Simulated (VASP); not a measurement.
A convergence study with VASP on ZnS (zinc blende): one setting is varied, all else stays as given below, so the limit is that of these other settings.

```yaml
crystal:
  lattice:
    - [0.00000, 2.70500, 2.70500]
    - [2.70500, 0.00000, 2.70500]
    - [2.70500, 2.70500, 0.00000]
  atoms:
    - { symbol: Zn, position: [0.00000, 0.00000, 0.00000] }
    - { symbol: S, position: [0.25000, 0.25000, 0.25000] }
```

Computed with PBE GGA, VASP's PBE PAW potentials (set 64) (plane waves; VASP). The tightest run used: 550 eV cut-off, 17×17×17 Γ-centred mesh, Gaussian smearing of 0.050 eV, potentials Zn S.

Question: The settings run are 1×1×1 mesh; 2×2×2 mesh; 3×3×3 mesh; 4×4×4 mesh; 5×5×5 mesh; 6×6×6 mesh; 7×7×7 mesh; 8×8×8 mesh; 9×9×9 mesh; 10×10×10 mesh; 11×11×11 mesh; 12×12×12 mesh; 13×13×13 mesh; 14×14×14 mesh; 15×15×15 mesh; 16×16×16 mesh; 17×17×17 mesh. From which on does the energy per atom stay within 0.01 eV/atom of the tightest run?

Answer: From 5×5×5 mesh on: it is off by 0.0057 there and by no more than 0.01 in any finer run, while 4×4×4 mesh is off by 0.0233.
| setting | E (eV/atom) | pressure (GPa) | irreducible k-points | difference judged (eV/atom) |
|---|---|---|---|---|
| 1×1×1 mesh | 2.8786 | 51.86 | 1 | 6.3030 |
| 2×2×2 mesh | -2.7963 | 7.26 | 3 | 0.6281 |
| 3×3×3 mesh | -3.3153 | 2.77 | 4 | 0.1091 |
| 4×4×4 mesh | -3.4011 | 1.81 | 8 | 0.0233 |
| 5×5×5 mesh | -3.4186 | 1.58 | 10 | 0.0057 |
| 6×6×6 mesh | -3.4228 | 1.52 | 16 | 0.0016 |
| 7×7×7 mesh | -3.4239 | 1.51 | 20 | 0.0005 |
| 8×8×8 mesh | -3.4242 | 1.51 | 29 | 0.0001 |
| 9×9×9 mesh | -3.4243 | 1.51 | 35 | 0.0001 |
| 10×10×10 mesh | -3.4244 | 1.51 | 47 | 0.0000 |
| 11×11×11 mesh | -3.4244 | 1.51 | 56 | 0.0000 |
| 12×12×12 mesh | -3.4244 | 1.51 | 72 | 0.0000 |
| 13×13×13 mesh | -3.4244 | 1.51 | 84 | 0.0000 |
| 14×14×14 mesh | -3.4244 | 1.51 | 104 | 0.0000 |
| 15×15×15 mesh | -3.4244 | 1.51 | 120 | 0.0000 |
| 16×16×16 mesh | -3.4244 | 1.51 | 145 | 0.0000 |
| 17×17×17 mesh | -3.4244 | 1.51 | 165 | 0.0000 |

Left out are rungs that failed or repeat a setting and relaxations that didn't move; long series are thinned to 24 rows.

The compound is ZnS in the zinc blende structure. The cell was not relaxed at this level.
